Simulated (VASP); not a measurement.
# Ga11CoAs12 (a cell with a defect) in VASP: notebook

Aim: see how the results for Ga11CoAs12 (a cell with a defect) move with the level of theory and the settings. Levels: PBEsol, HSE06. Tasks: single point.

Everything below comes from runs of VASP 6.6.1. Logs are shortened: lines on timing, memory, paths and dates and some standing lists are left out, and cuts for length are marked.

### Step 1. The structure

The cell holds a defect, 24 atoms: a = 11.993 Å, b = 7.996 Å, c = 7.996 Å, α = 60.00°, β = 60.00°, γ = 60.00°.

### Step 2. Single point, PBEsol, collinear spin, ferromagnetic start

File INCAR:

```
PREC = Accurate ; ENCUT = 350
EDIFF = 1E-5 ; ISMEAR = 0
SIGMA = 0.03 ; LREAL = Auto
LASPH = T ; NELM = 120
ALGO = Normal ; ISIF = 2
LWAVE = F ; LCHARG = F
ISPIN = 2 ; MAGMOM = 1 0 0 0 0 0 0 0 0 0 0 0 0 0 0 0 0 0 0 0 0 0 0 0
LORBIT = 11 ; NUPDOWN = 1
LMAXMIX = 4 ; GGA = PS
NBANDS = 128 ; NELECT = 213.0
ISYM = 0 ; KPAR = 2
```

File KPOINTS:

```
regular mesh
0
Gamma
  2 2 2
```

File POSCAR:

```
Ga11CoAs12                              
1.0
    0.0000000000      8.4805500000      8.4805500000
    5.6537000000      0.0000000000      5.6537000000
    5.6537000000      5.6537000000      0.0000000000
  Co              Ga              As            
     1    11    12
Direct
     0.0066925719835698    0.9937141185467731    0.9894075178121383
     0.0036149405823148    0.0067941455452569    0.4913116812925748
     0.0033673344709242    0.4960509051048852    0.0021427881071661
     0.0017799837581386    0.5010082665105793    0.4973441884264218
     0.3276748809062568    0.0058569081989590    0.0042469272995551
     0.3315651927990914    0.0029943060310894    0.4994590477142880
     0.3311341884067474    0.5006650630222826    0.0029131517956047
     0.3334153385035082    0.5004059489380128    0.4997878979066767
     0.6699969801383097    0.0057813565070796    0.0007096137014078
     0.6680206982003589    0.0045122537087470    0.4914820337227830
     0.6675722548175600    0.4945829207286274    0.0024512684305043
     0.6691179676252647    0.5009885932809828    0.4966091682727207
     0.0789957097931353    0.1211250389899975    0.1162352325616507
     0.0823352455479382    0.1255061397210186    0.6312194500384299
     0.0819289515241650    0.6350907659257327    0.1218327337501722
     0.0829839880786138    0.6288130416631634    0.6244662737167826
     0.4195627174620056    0.1246961481494373    0.1234522585659485
     0.4169722282742185    0.1246590307471648    0.6269219319906323
     0.4166092128854977    0.6283930309063548    0.1240086011379191
     0.4178141351967082    0.6253785724193148    0.6249934720285656
     0.7650135614896847    0.1207327416144646    0.1173605554850609
     0.7520679879726129    0.1250093059385999    0.6231419800877798
     0.7517734121089140    0.6279857925880502    0.1206706644783203
     0.7509015174744506    0.6267756052134359    0.6244545616769117
```

Potentials or basis: VASP PAW PBE potentials, release 64 (Co, Ga_d, As).

Run with:

```console
cat potpaw_PBE.64/Co/POTCAR potpaw_PBE.64/Ga_d/POTCAR potpaw_PBE.64/As/POTCAR > POTCAR
mpirun -np 4 vasp_std > vasp.out
```

OUTCAR:

```text
PREC = Accurate
   ENCUT = 350
   EDIFF = 1E-5
   ISMEAR = 0
   LREAL = Auto
   LASPH = T
   NELM = 120
   ISIF = 2
   ISPIN = 2
   LORBIT = 11
   NUPDOWN = 1
   GGA = PS
   NELECT = 213.0
   ISYM = 0

 ion  position               nearest neighbor table
   1  0.007  0.994  0.989-  14 2.34  15 2.34  21 2.37  13 2.37
   2  0.004  0.007  0.491-  13 2.45  14 2.46  22 2.46  16 2.47
   3  0.003  0.496  0.002-  13 2.45  15 2.46  23 2.46  16 2.47
   4  0.002  0.501  0.497-  14 2.45  15 2.45  24 2.46  16 2.46
   5  0.328  0.006  0.004-  13 2.44  17 2.46  18 2.46  19 2.46
   6  0.332  0.003  0.499-  14 2.44  17 2.46  18 2.46  20 2.47
[... 16 lines left out ...]
  23  0.752  0.628  0.121-  12 2.45   3 2.46   9 2.47  11 2.47
  24  0.751  0.627  0.624-  12 2.46   4 2.46  10 2.47  11 2.47

IMPORTANT INFORMATION: All symmetrisations will be switched off!
NOSYMM: (Re-)initialisation of all symmetry stuff for point group C_1.

----------------------------------------------------------------------------------------

                                     Primitive cell

  volume of cell :     542.1501

  direct lattice vectors                    reciprocal lattice vectors
     0.000000000  8.480550000  8.480550000    -0.058958440  0.058958440  0.058958440
     5.653700000  0.000000000  5.653700000     0.088437660 -0.088437660  0.088437660
     5.653700000  5.653700000  0.000000000     0.088437660  0.088437660 -0.088437660

  length of vectors
    11.993308826  7.995539218  7.995539218     0.102119014  0.153178521  0.153178521

  position of ions in fractional coordinates (direct lattice)
     0.006692572  0.993714119  0.989407518
     0.003614941  0.006794146  0.491311681
     0.003367334  0.496050905  0.002142788
     0.001779984  0.501008267  0.497344188
     0.327674881  0.005856908  0.004246927
     0.331565193  0.002994306  0.499459048
[... 16 lines left out ...]
     0.751773412  0.627985793  0.120670664
     0.750901517  0.626775605  0.624454562

  ion indices of the primitive-cell ions
   primitive index   ion index
                 1           1
                 2           2
                 3           3
                 4           4
                 5           5
                 6           6
[... 16 lines left out ...]
                23          23
                24          24

----------------------------------------------------------------------------------------

 KPOINTS: regular mesh

Automatic generation of k-mesh.
 Grid dimensions read from file:
 generate k-points for:    2    2    2

 Generating k-lattice:

  Cartesian coordinates                     Fractional coordinates (reciprocal lattice)
    -0.029479220  0.029479220  0.029479220     0.500000000  0.000000000  0.000000000
     0.044218830 -0.044218830  0.044218830     0.000000000  0.500000000  0.000000000
     0.044218830  0.044218830 -0.044218830     0.000000000  0.000000000  0.500000000

  Length of vectors
     0.051059507  0.076589260  0.076589260

  Shift w.r.t. Gamma in fractional coordinates (k-lattice)
     0.000000000  0.000000000  0.000000000

 Subroutine IBZKPT returns following result:
 ===========================================

 Found      8 irreducible k-points:

 Following reciprocal coordinates:
            Coordinates               Weight
  0.000000  0.000000  0.000000      1.000000
  0.500000  0.000000  0.000000      1.000000
  0.000000  0.500000  0.000000      1.000000
  0.000000  0.000000  0.500000      1.000000
  0.500000  0.000000  0.500000      1.000000
  0.500000  0.500000  0.000000      1.000000
  0.000000  0.500000  0.500000      1.000000
  0.500000  0.500000  0.500000      1.000000
   k-points           NKPTS =      8   k-points in BZ     NKDIM =      8   number of bands    NBANDS=    128
   number of dos      NEDOS =    301   number of ions     NIONS =     24
   total plane-waves  NPLWV = 200000
   dimension x,y,z NGX =    80 NGY =   50 NGZ =   50
   dimension x,y,z NGXF=   160 NGYF=  100 NGZF=  100
   ions per type =               1  11  12
   NGX,Y,Z   is equivalent  to a cutoff of  11.09, 10.40, 10.40 a.u.
   NGXF,Y,Z  is equivalent  to a cutoff of  22.18, 20.79, 20.79 a.u.
 SYSTEM =  unknown system
   PREC   = accura    normal or accurate (medium, high low for compatibility)
   ISTART =      0    job   : 0-new  1-cont  2-samecut
   ICHARG =      2    charge: 1-file 2-atom 10-const
   ISPIN  =      2    spin polarized calculation?
   LNONCOLLINEAR =      F non collinear calculations
   LSORBIT =      F    spin-orbit coupling
   LASPH  =      T    aspherical Exc in radial PAW
   ENCUT  =  350.0 eV  25.72 Ry    5.07 a.u.  18.29 12.20 12.20*2*pi/ulx,y,z
   NELM   =    120;   NELMIN=  2; NELMDL= -5     # of ELM steps
   EDIFF  = 0.1E-04   stopping-criterion for ELM
   LREAL  =      T    real-space projection
   EDIFFG = 0.1E-03   stopping-criterion for IOM
   NSW    =      0    number of steps for IOM
   IBRION =     -1    ionic relax: 0-MD 1-quasi-New 2-CG
   NFREE  =      0    steps in history (QN), initial steepest desc. (CG)
   ISIF   =      2    stress and relaxation
   ISYM   =      0    0-nonsym 1-usesym 2-fastsym
   POTIM  = 0.5000    time-step for ionic-motion
   TEBEG  =    0.0;   TEEND  =   0.0 temperature during run
   PSTRESS=    0.0 pullay stress
   NELECT =     213.0000    total number of electrons
   NUPDOWN=       1.0000    fix difference up-down
   EMIN   =  10.00;   EMAX   =-10.00  energy-range for DOS
   EFERMI =   0.00;   METHOD = LEGACY
   ISMEAR =     0;   SIGMA  =   0.03  broadening in eV -4-tet -1-fermi 0-gaus
   EFERMI_NEDOS =   21; number of points for ismear=-14 and -15
   IALGO  =     38    algorithm
   IMIX   =      4    mixing-type and parameters
     AMIX     =   0.40;   BMIX     =  1.00
     AMIX_MAG =   1.60;   BMIX_MAG =  1.00
  volume/ion in A,a.u.               =      22.59       152.44
  Fermi-wavevector in a.u.,A,eV,Ry     =   1.199025  2.265828 19.560560  1.437661
  Thomas-Fermi vector in A             =   2.334898
   LORBIT       =     11    0 simple, 1 ext, 2 COOP (PROOUT), +10 PAW based schemes
   GGA     = PS    functional components
   LHFCALC =     F    Hartree Fock is set to
   AEXX    =    0.0000 exact exchange contribution
   IVDW    =     0    specifies the selected vdW correction
   LEPSILON=     F    determine dielectric tensor
   LRPA    =     F    only Hartree local field effects (RPA)
 spin polarized calculation
 Gauss-broadening in eV      SIGMA  =   0.03
  energy-cutoff  :      350.00
  volume of cell :      542.15
 maximum number of plane-waves:      8100
 NGX is ok and might be reduce to    80
   NGX = 37   NGY = 25   NGZ = 25

 number of electron     212.9999976 magnetization       1.0000000

 Free energy of the ion-electron system (eV)
  ---------------------------------------------------
  ext. energy  EPLUGINS =         0.00000000
  ---------------------------------------------------
  free energy    TOTEN  =      -106.85142573 eV

  energy without entropy =     -106.85004209  energy(sigma->0) =     -106.85073391

 E-fermi :   4.3595     XC(G=0):  -9.7934

 val. band max:        4.3258058670   @ k =   0.0000   0.0000   0.0000
 cond. band min:       4.1887442102   @ k =   0.0000   0.0000   0.5000
 fundamental gap:     -0.1370616568
 Fermi energy:         4.1488982086

 spin component 1

 k-point     1 :       0.0000    0.0000    0.0000
  band No.  band energies     occupation
      1     -11.1293      1.00000
      2     -11.1282      1.00000
      3     -11.1249      1.00000
      4     -11.1079      1.00000
      5     -11.1078      1.00000
      6     -11.0929      1.00000
[... 110 lines left out ...]
    117       5.5801      0.00000
    118       5.8333      0.00000

 k-point     2 :       0.5000    0.0000    0.0000
  band No.  band energies     occupation
      1     -11.1306      1.00000
      2     -11.1286      1.00000
      3     -11.1258      1.00000
      4     -11.1092      1.00000
      5     -11.1053      1.00000
      6     -11.0982      1.00000
[... 720 lines left out ...]
      1     -11.1228      1.00000
      2     -11.1210      1.00000
      3     -11.1105      1.00000
      4     -11.1049      1.00000
      5     -11.1034      1.00000
      6     -11.0970      1.00000
[... 110 lines left out ...]
    117       6.6585      0.00000
    118       7.2037      0.00000
 Fermi energy:         4.3594699313

 spin component 2

 k-point     1 :       0.0000    0.0000    0.0000
  band No.  band energies     occupation
      1     -11.1305      1.00000
      2     -11.1291      1.00000
      3     -11.1260      1.00000
      4     -11.1094      1.00000
      5     -11.1093      1.00000
      6     -11.0943      1.00000
[... 110 lines left out ...]
    117       5.6076      0.00000
    118       5.9317      0.00000

 k-point     2 :       0.5000    0.0000    0.0000
  band No.  band energies     occupation
      1     -11.1316      1.00000
      2     -11.1301      1.00000
      3     -11.1267      1.00000
      4     -11.1108      1.00000
      5     -11.1068      1.00000
      6     -11.0986      1.00000
[... 720 lines left out ...]
      1     -11.1238      1.00000
      2     -11.1226      1.00000
      3     -11.1116      1.00000
      4     -11.1059      1.00000
      5     -11.1050      1.00000
      6     -11.0978      1.00000
[... 110 lines left out ...]
    117       6.7187      0.00000
    118       7.2290      0.00000
 [bands above 118 left out]

------------------------ aborting loop because EDIFF is reached ----------------------------------------

  FORCE on cell =-STRESS in cart. coord.  units (eV):
  Direction    XX          YY          ZZ          XY          YZ          ZX
  --------------------------------------------------------------------------------------
  -------------------------------------------------------------------------------------
  Total        5.8632551      5.9122297      5.9036198      0.5308197     -0.7393157      0.5165637
  in kB       17.3272579     17.4719889     17.4465447      1.5686934     -2.1848467      1.5265636
  external PRESSURE =      17.4152638 kB  Pullay stress =       0.0000000 kB

 VOLUME and BASIS-vectors are now :
 -----------------------------------------------------------------------------
  energy-cutoff  :      350.00
  volume of cell :      542.15
      direct lattice vectors                 reciprocal lattice vectors
     0.000000000  8.480550000  8.480550000    -0.058958440  0.058958440  0.058958440
     5.653700000  0.000000000  5.653700000     0.088437660 -0.088437660  0.088437660
     5.653700000  5.653700000  0.000000000     0.088437660  0.088437660 -0.088437660

 POSITION                                       TOTAL-FORCE (eV/Angst)
 -----------------------------------------------------------------------------------
     11.21197      5.65057      5.67492         0.285495      0.125929      0.105247
      2.81614      2.80839      0.06907         0.035269      0.056874     -0.120594
      2.81664      0.04067      2.83308         0.039880     -0.118853      0.049351
      5.64439      2.82693      2.84765         0.062481      0.012151      0.014329
      0.05712      2.80287      2.81198        -0.146189      0.048858      0.049912
      2.84072      5.63565      2.82878        -0.010351      0.044048      0.013909
[... 16 lines left out ...]
      4.23268      7.05769      9.92590        -0.000313      0.022471      0.002485
      7.07408      9.89854      9.91166         0.010136     -0.013985     -0.006142
 -----------------------------------------------------------------------------------
    total drift:                                0.010368     -0.004188      0.000653

  FREE ENERGIE OF THE ION-ELECTRON SYSTEM (eV)
  ---------------------------------------------------
  free  energy   TOTEN  =      -106.8514257254 eV

  energy  without entropy=     -106.8500420869  energy(sigma->0) =     -106.85073391

 total charge

# of ion       s       p       d       tot
------------------------------------------
    1        0.417   0.400   7.379   8.196
    2        0.898   0.796   9.989  11.683
    3        0.898   0.797   9.989  11.684
    4        0.899   0.802   9.990  11.691
    5        0.893   0.806   9.991  11.690
    6        0.889   0.809   9.992  11.690
[... 16 lines left out ...]
   23        1.211   1.601   0.030   2.843
   24        1.212   1.602   0.030   2.844
--------------------------------------------------
tot         24.802  28.294 117.697 170.793

 magnetization (x)

# of ion       s       p       d       tot
------------------------------------------
    1        0.006   0.030   0.889   0.925
    2       -0.005   0.002  -0.000  -0.003
    3       -0.005   0.002  -0.000  -0.003
    4       -0.008   0.002  -0.000  -0.006
    5       -0.001   0.007   0.000   0.007
    6       -0.002   0.004   0.000   0.002
[... 16 lines left out ...]
   23       -0.004  -0.002  -0.000  -0.006
   24       -0.006  -0.003  -0.000  -0.008
--------------------------------------------------
tot         -0.073   0.062   0.896   0.884
```

Wall time 9.3 min (4 MPI ranks of Intel Xeon Platinum 8488C (Sapphire Rapids), shared host); peak memory 0.53 GiB.

Results:

```
Free energy                                           : -106.8514 eV
Largest force                                         : 0.931 eV/Å
Net moment                                            : 1.00 μB per cell
Site moments                                          : Co +0.93; Ga -0.00, -0.01, +0.01, +0.00; As -0.00, -0.01, +0.01, +0.02 μB
Valence electrons inside the program's atomic spheres : Co 8.20; Ga 11.68, 11.69; As 2.82, 2.83, 2.84, 2.85
```

Forces in eV/Å, atoms in the order of the input:
```
Co   0.285  0.126  0.105
Ga   0.035  0.057 -0.121
Ga   0.040 -0.119  0.049
Ga   0.062  0.012  0.014
Ga  -0.146  0.049  0.050
Ga  -0.010  0.044  0.014
Ga  -0.024  0.001  0.046
Ga   0.028 -0.007  0.003
Ga  -0.115 -0.008 -0.026
Ga   0.054  0.096 -0.037
Ga   0.042 -0.047  0.102
Ga   0.023 -0.001 -0.011
As  -0.604 -0.489 -0.512
As   0.373  0.502 -0.547
As   0.386 -0.538  0.517
As   0.003  0.014  0.012
As   0.032  0.000  0.013
As  -0.016 -0.037  0.001
As  -0.009 -0.006 -0.030
As   0.035 -0.013 -0.001
As  -0.478  0.353  0.349
As  -0.006  0.000  0.012
As   0.000  0.022  0.002
As   0.010 -0.014 -0.006
```

Caveat: the k mesh is coarse (spacing up to 0.48 Å⁻¹), so the values aren't converged; the cell is charged against a uniform background, so pressure and absolute levels hang on convention; the cutoff is under 1.25 times the usual one of these potentials, so pressure, stress and relaxed cells hold a basis-set (Pulay) error; the PAW data sets were made with another functional, which shifts forces and pressure a little; the total moment is fixed, so each spin has its own Fermi level.

### Step 3. Single point, HSE06, collinear spin, ferromagnetic start

POSCAR is that of step 2.

File INCAR.step1:

```
PREC = Accurate ; ENCUT = 350
EDIFF = 1E-5 ; ISMEAR = 0
SIGMA = 0.03 ; LREAL = Auto
LASPH = T ; NELM = 70
ALGO = Normal ; ISIF = 2
LWAVE = T ; ISPIN = 2
MAGMOM = 1 0 0 0 0 0 0 0 0 0 0 0 0 0 0 0 0 0 0 0 0 0 0 0 ; LORBIT = 11
NUPDOWN = 1 ; LMAXMIX = 4
NBANDS = 128 ; NELECT = 213.0
ISYM = -1 ; TIME = 0.4
NKRED = 2 ; GGA = PE
KPAR = 2
```

File INCAR.step2:

```
PREC = Accurate ; ENCUT = 350
EDIFF = 1E-4 ; ISMEAR = 0
SIGMA = 0.03 ; LREAL = Auto
LASPH = T ; NELM = 70
ALGO = Damped ; ISIF = 2
LWAVE = F ; LCHARG = F
ISPIN = 2 ; MAGMOM = 1 0 0 0 0 0 0 0 0 0 0 0 0 0 0 0 0 0 0 0 0 0 0 0
LORBIT = 11 ; NUPDOWN = 1
LMAXMIX = 4 ; GGA = PE
LHFCALC = T ; HFSCREEN = 0.2
PRECFOCK = Fast ; NBANDS = 128
NELECT = 213.0 ; ISYM = -1
TIME = 0.4 ; NKRED = 2
ISTART = 1 ; KPAR = 2
```

KPOINTS is that of step 2.

Potentials or basis: VASP PAW PBE potentials, release 64 (Co, Ga_d, As).

Run with:

```console
cat potpaw_PBE.64/Co/POTCAR potpaw_PBE.64/Ga_d/POTCAR potpaw_PBE.64/As/POTCAR > POTCAR
cp INCAR.step1 INCAR
mpirun -np 4 vasp_std > vasp.out
cp INCAR.step2 INCAR
mpirun -np 4 vasp_std > vasp.out
```

Run time: 83 min. Hardware: 4 MPI ranks of Intel Xeon Platinum 8488C (Sapphire Rapids), shared host; peak memory 1.1 GiB.

It converged, with:

```yaml
Free_energy: -120.0596 eV
Largest_force: 0.264 eV/Å
Net_moment: 1.00 μB per cell
Site_moments: Co +1.52; Ga -0.01, -0.02, +0.00; As -0.08, -0.01, -0.02 μB
Valence_electrons_inside_the_program's_atomic_spheres: Co 8.18; Ga 11.65, 11.66; As 2.88, 2.89, 2.90
```

Forces on the atoms (eV/Å):
```
Co   0.154  0.162  0.141
Ga   0.032  0.078 -0.106
Ga   0.036 -0.104  0.069
Ga   0.037  0.020  0.022
Ga  -0.140  0.058  0.061
Ga  -0.013  0.033  0.015
Ga  -0.029 -0.001  0.037
Ga   0.031  0.006  0.017
Ga  -0.082  0.045  0.025
Ga  -0.005  0.073  0.012
Ga  -0.019  0.001  0.080
Ga   0.021  0.022  0.010
As  -0.130 -0.020 -0.048
As  -0.076  0.045 -0.078
As  -0.058 -0.067  0.060
As   0.003  0.008  0.005
As   0.062 -0.035 -0.020
As  -0.017 -0.049  0.005
As  -0.011 -0.005 -0.039
As   0.038 -0.025 -0.010
As   0.089 -0.169 -0.176
As   0.020 -0.038 -0.012
As   0.025  0.001 -0.037
As   0.035 -0.043 -0.033
```

Caveat: the k mesh is coarse (spacing up to 0.48 Å⁻¹), so the values aren't converged, least of all with exact exchange; the cell is charged against a uniform background, so pressure and absolute levels hang on convention; the cutoff is under 1.25 times the usual one of these potentials, so pressure, stress and relaxed cells hold a basis-set (Pulay) error; the PAW data sets were made with another functional, which shifts forces and pressure a little; the total moment is fixed, so each spin has its own Fermi level.
